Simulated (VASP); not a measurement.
Data:

```
TiB2
1.0
    1.48339    -2.56931     0.00000
    1.48339     2.56931     0.00000
    0.00000     0.00000     3.11751
Ti B
1 2
Direct
  0.00000   0.00000   0.00000
  0.33333   0.66667   0.50000
  0.66667   0.33333   0.50000
```

All values below come from LDA (Ceperley-Alder, Perdew-Zunger), VASP's LDA PAW potentials (set 64) (plane waves; VASP). Run with 620 eV cut-off, 12×12×10 Γ-centred mesh, first-order Methfessel-Paxton smearing of 0.10 eV, potentials Ti_sv B.

Energy and stress use the plane-wave basis of the starting cell.

Q: The ions, cell shape and volume at an external pressure of 20.0 GPa are relaxed. Predict the relaxed structure.

A: 
```
TiB2
1.0
    1.47015    -2.54638     0.00000
    1.47015     2.54638     0.00000
    0.00000     0.00000     3.07769
Ti B
1 2
Cartesian
  0.00000   0.00000   0.00000
  1.47015   0.84879   1.53884
  1.47015  -0.84879   1.53884
```
Space group P6/mmm (191), at a tolerance of 0.03 Å.

Q: How do energy and volume change from the first to the last step?

A: The energy (σ→0) changes by +22.2 meV/atom and the volume by -3.0 %, in 5 ionic steps.

```
step  E(σ→0) (eV)  max force (eV/Å)  pressure (GPa)  volume (Å³)
----  -----------  ----------------  --------------  -----------
1        -26.8980             0.000            9.87        23.76
2        -26.6620             0.000           36.58        22.08
3        -26.8338             0.000           19.92        23.07
4        -26.8321             0.000           20.01        23.05
5        -26.8312             0.000           20.07        23.04
```

The compound is TiB2 in the AlB2 type structure. This run relaxes it under an external pressure of 20 GPa. Symmetry was kept, so distortions that lower it aren't found.
